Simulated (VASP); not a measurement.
```
CELL_PARAMETERS angstrom
      0.00000     2.27651     2.27651
      2.27651     0.00000     2.27651
      2.27651     2.27651     0.00000
ATOMIC_POSITIONS crystal
  B  0.00000 0.00000 0.00000
  Ru 0.50000 0.50000 0.50000
```

The base run (VASP): PBE GGA, plane waves, VASP's PBE PAW potentials (set 64). Run with 520 eV cut-off, 12×12×12 Γ-centred mesh, first-order Methfessel-Paxton smearing of 0.10 eV, potentials B Ru_pv.

One setting is varied; ΔE counts from the base run. The base run took about 6 core-seconds. The timings are rough (shared machines, no repeats); factors under 2 mean little.

```csv
setting,cost over the base run,electronic steps,ΔE (meV/atom)
base run,reference,12,0.0
"AMIX = 0.1, BMIX = 3.0, IMIX = 4",within a factor of 2,15,0.0
"AMIX = 0.05, BMIX = 1.0, IMIX = 4",within a factor of 2,17,0.0
"AMIX = 0.2, BMIX = 3.0, IMIX = 1",about 2 times,33,0.0
"AMIX = 0.1, BMIX = 3.0, IMIX = 1",about 4 times,59,0.0
```

Left out are runs that failed, have no time on record or changed the cell.

The structure was generated: BRu was put into the rocksalt type (Fm-3m), which need not be its known phase. The cell was not relaxed at this level.
